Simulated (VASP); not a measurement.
Consider the following.

```xyz
2
Lattice="2.8800 0.0000 0.0000 0.0000 2.8800 0.0000 0.0000 0.0000 2.8800" Properties=species:S:1:pos:R:3 pbc="T T T"
Ga     1.4400     1.4400     1.4400
Co     0.0000     0.0000     0.0000
```

The numbers are results of LDA (Ceperley-Alder, Perdew-Zunger), VASP's LDA PAW potentials (set 64) (plane waves; VASP 6.6.1), not measurements. Settings: 400 eV cut-off, 11×11×11 Γ-centred mesh, first-order Methfessel-Paxton smearing of 0.10 eV, potentials Ga_d Co.

Energy and stress use the plane-wave basis of the starting cell.

### Question
The ions, cell shape and volume are relaxed. What does this cell relax into?

### Answer

```xyz
2
Lattice="2.8095 0.0000 0.0000 0.0000 2.8095 0.0000 0.0000 0.0000 2.8095" Properties=species:S:1:pos:R:3 pbc="T T T"
Ga     1.4048     1.4048     1.4048
Co     0.0000     0.0000     0.0000
```
Space group Pm-3m (221), at a tolerance of 0.03 Å.

### Question
How do energy and volume change from the first to the last step?

### Answer
The energy (σ→0) changes by -39.7 meV/atom and the volume by -7.2 %, in 4 ionic steps.

| step | E(σ→0) (eV) | max force (eV/Å) | pressure (GPa) | volume (Å³) |
|---|---|---|---|---|
| 1 | -12.4580 | 0.000 | -13.84 | 23.89 |
| 2 | -12.4335 | 0.000 | 21.21 | 20.50 |
| 3 | -12.5373 | 0.000 | -0.26 | 22.21 |
| 4 | -12.5373 | 0.000 | 0.08 | 22.18 |

The compound is CoGa in the CsCl type structure. This run relaxes it. Symmetry was kept, so distortions that lower it aren't found. The run is not spin-polarised, so no magnetic state was tried.
